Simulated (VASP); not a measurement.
Output of a VASP run:

**OUTCAR**
```
 ion  position               nearest neighbor table
   1  0.000  0.000  0.000-   2 1.89   2 1.89   2 1.89   2 1.89
   2  0.250  0.250  0.250-   1 1.89   1 1.89   1 1.89   1 1.89
  LATTYP: Found a face centered cubic cell.
 ALAT       =     4.3738459440
 Subroutine PRICEL returns:
 Original cell was already a primitive cell.
 Subroutine GETGRP returns: Found 24 space group operations
The static configuration has the point symmetry T_d .
The dynamic configuration has the point symmetry T_d .
 Subroutine INISYM returns: Found 24 space group operations
 Subroutine IBZKPT returns following result:
 Found     47 irreducible k-points:

 Following reciprocal coordinates:
            Coordinates               Weight
  0.000000  0.000000  0.000000      1.000000
  0.100000  0.000000  0.000000      8.000000
  0.200000  0.000000  0.000000      8.000000
  0.300000  0.000000  0.000000      8.000000
  0.400000  0.000000  0.000000      8.000000
  0.500000  0.000000  0.000000      4.000000
  0.100000  0.100000  0.000000      6.000000
  0.200000  0.100000  0.000000     24.000000
  0.300000  0.100000  0.000000     24.000000
  0.400000  0.100000  0.000000     24.000000
  0.500000  0.100000  0.000000     24.000000
 -0.400000  0.100000  0.000000     24.000000
 -0.300000  0.100000  0.000000     24.000000
 -0.200000  0.100000  0.000000     24.000000
 -0.100000  0.100000  0.000000     12.000000
  0.200000  0.200000  0.000000      6.000000
  0.300000  0.200000  0.000000     24.000000
  0.400000  0.200000  0.000000     24.000000
  0.500000  0.200000  0.000000     24.000000
 -0.400000  0.200000  0.000000     24.000000
 -0.300000  0.200000  0.000000     24.000000
 -0.200000  0.200000  0.000000     12.000000
  0.300000  0.300000  0.000000      6.000000
  0.400000  0.300000  0.000000     24.000000
  0.500000  0.300000  0.000000     24.000000
 -0.400000  0.300000  0.000000     24.000000
 -0.300000  0.300000  0.000000     12.000000
  0.400000  0.400000  0.000000      6.000000
  0.500000  0.400000  0.000000     24.000000
 -0.400000  0.400000  0.000000     12.000000
  0.500000  0.500000  0.000000      3.000000
  0.300000  0.200000  0.100000     24.000000
  0.400000  0.200000  0.100000     48.000000
  0.500000  0.200000  0.100000     48.000000
 -0.400000  0.200000  0.100000     24.000000
  0.400000  0.300000  0.100000     24.000000
  0.500000  0.300000  0.100000     48.000000
 -0.400000  0.300000  0.100000     48.000000
 -0.300000  0.300000  0.100000     48.000000
 -0.200000  0.300000  0.100000     24.000000
   k-points           NKPTS =     47   k-points in BZ     NKDIM =     47   number of bands    NBANDS=      8
   number of dos      NEDOS =    301   number of ions     NIONS =      2
   total plane-waves  NPLWV =  13824
   dimension x,y,z NGX =    24 NGY =   24 NGZ =   24
   dimension x,y,z NGXF=    48 NGYF=   48 NGZF=   48
   ions per type =               1   1
   PREC   = accura    normal or accurate (medium, high low for compatibility)
   ISTART =      0    job   : 0-new  1-cont  2-samecut
   ICHARG =      2    charge: 1-file 2-atom 10-const
   ISPIN  =      1    spin polarized calculation?
   LNONCOLLINEAR =      F non collinear calculations
   LSORBIT =      F    spin-orbit coupling
   INIWAV =      1    electr: 0-lowe 1-rand  2-diag
   ENCUT  =  520.0 eV  38.22 Ry    6.18 a.u.   5.75  5.75  5.75*2*pi/ulx,y,z
   NELM   =    100;   NELMIN=  2; NELMDL= -5     # of ELM steps
   EDIFF  = 0.1E-06   stopping-criterion for ELM
   LREAL  =      F    real-space projection
   NLSPLINE    = F    spline interpolate recip. space projectors
   LMAXMIX     =    2 max onsite mixed and CHGCAR
   VOSKOWN=      0    Vosko Wilk Nusair interpolation
   EDIFFG = 0.1E-05   stopping-criterion for IOM
   NSW    =      0    number of steps for IOM
   NBLOCK =      1;   KBLOCK =      1    inner block; outer block
   IBRION =     -1    ionic relax: 0-MD 1-quasi-New 2-CG
...
```

OSZICAR:
```
       N       E                     dE             d eps       ncg     rms          rms(c)
DAV:   1     0.547424317675E+01    0.54742E+01   -0.41096E+03   800   0.829E+02
DAV:   2    -0.145140500617E+02   -0.19988E+02   -0.19101E+02  1120   0.108E+02
DAV:   3    -0.148227937963E+02   -0.30874E+00   -0.30874E+00   832   0.160E+01
DAV:   4    -0.148238026542E+02   -0.10089E-02   -0.10089E-02  1216   0.101E+00
DAV:   5    -0.148238028818E+02   -0.22759E-06   -0.22759E-06   864   0.133E-02    0.863E+00
DAV:   6    -0.130326276870E+02    0.17912E+01   -0.77977E+00   808   0.158E+01    0.375E+00
DAV:   7    -0.129871531907E+02    0.45474E-01   -0.33257E-01  1128   0.411E+00    0.177E+00
DAV:   8    -0.129809167758E+02    0.62364E-02   -0.21256E-02   824   0.134E+00    0.160E-01
DAV:   9    -0.129811895787E+02   -0.27280E-03   -0.74974E-04  1128   0.239E-01    0.102E-01
DAV:  10    -0.129812911812E+02   -0.10160E-03   -0.22373E-04   944   0.121E-01    0.225E-02
DAV:  11    -0.129812912143E+02   -0.33071E-07   -0.37030E-05   928   0.387E-02    0.906E-03
DAV:  12    -0.129812915941E+02   -0.37984E-06   -0.15102E-06   968   0.957E-03    0.170E-03
DAV:  13    -0.129812916410E+02   -0.46876E-07   -0.66749E-08   584   0.244E-03
   1 F= -.12981292E+02 E0= -.12981292E+02  d E =-.680587E-17
```

**OUTCAR**
```
------------------------ aborting loop because EDIFF is reached ----------------------------------------
  FORCE on cell =-STRESS in cart. coord.  units (eV):
  Direction    XX          YY          ZZ          XY          YZ          ZX
  --------------------------------------------------------------------------------------
  Total        0.0001352      0.0001352      0.0001352     -0.0000000     -0.0000000     -0.0000000
  in kB        0.0103574      0.0103574      0.0103574     -0.0000000     -0.0000000     -0.0000000
  external PRESSURE =       0.0103574 kB  Pullay stress =       0.0000000 kB
  volume of cell :       20.92
      direct lattice vectors                 reciprocal lattice vectors
     0.000000000  2.186922972  2.186922972    -0.228631738  0.228631738  0.228631738
     2.186922972  0.000000000  2.186922972     0.228631738 -0.228631738  0.228631738
     2.186922972  2.186922972  0.000000000     0.228631738  0.228631738 -0.228631738
  FREE ENERGIE OF THE ION-ELECTRON SYSTEM (eV)
  ---------------------------------------------------
  free  energy   TOTEN  =       -12.9812916410 eV

  energy  without entropy=      -12.9812916410  energy(sigma->0) =      -12.98129164
```
(Selected blocks of OUTCAR.)

### POSCAR
```
SiC
1
    0.0000000000     2.1869229720     2.1869229720
    2.1869229720     0.0000000000     2.1869229720
    2.1869229720     2.1869229720     0.0000000000
Si C
1 1
Direct
  0.0000000000   0.0000000000   0.0000000000
  0.2500000000   0.2500000000   0.2500000000
```

### Question
Write an INCAR and KPOINTS that could have produced this output.

### Answer
This is not unique; one that fits is the input of the run itself, optB86b-vdW, plane waves, VASP's PBE PAW potentials (set 64).

INCAR:
```
AGGAC = 0.0
ALGO = Normal
EDIFF = 1E-7
ENCUT = 520
GGA = MK
ISIF = 2
ISMEAR = 0
LASPH = .TRUE.
LCHARG = .FALSE.
LREAL = .FALSE.
LUSE_VDW = .TRUE.
LWAVE = .FALSE.
NELM = 100
PARAM1 = 0.1234
PARAM2 = 1.0
PREC = Accurate
SIGMA = 0.05
SYSTEM = SiC
```

KPOINTS:
```
Automatic mesh
0
Gamma
10 10 10
0 0 0
```

POTCAR, in this order: Si C (PBE.64 set). Program: vasp_std.

The compound is SiC in the zinc blende structure. It was relaxed first.
